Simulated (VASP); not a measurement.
Crystal: NiO.

```xyz
2
Lattice="0.0000 2.0978 2.0978 2.0978 0.0000 2.0978 2.0978 2.0978 0.0000" Properties=species:S:1:pos:R:3 pbc="T T T"
Ni    0.0000    0.0000    0.0000
O     2.0978    2.0978    2.0978
```

Base run:

* Program: VASP 6.6.1
* Functional: r2SCAN
* Potentials or basis: VASP PAW PBE potentials, release 64 (Ni, O)
* Cutoff: 520 eV
* k mesh: 12 × 12 × 12
* Occupations: gaussian, width 0.03 eV
* Spin: collinear spin, ferromagnetic start
* Starting moments: [2.0, 0.0] μB
* Hubbard terms: Ni d U = 6.2 eV

Its results: band gap on the k mesh 3.32 eV, indirect (least direct gap 4.24 eV); pressure -5.0 GPa; net moment 2.00 μB per cell; site moments Ni +1.88; O +0.13 μB.

Question: The run is repeated on the same cell with these changes: functional from r2SCAN to PBE. What comes out?

Answer: Band gap on the k mesh 2.55 eV, indirect (least direct gap 3.19 eV); pressure 0.3 GPa; net moment 2.00 μB per cell; site moments Ni +1.82; O +0.17 μB.

r2SCAN gives the wider gap, since meta-GGAs in the generalised Kohn-Sham scheme recover part of the derivative discontinuity.

Caveats: a cell with one magnetic atom can't hold antiferromagnetic order, which such compounds often take; the PAW data sets were made with another functional, which shifts forces and pressure a little (some runs).
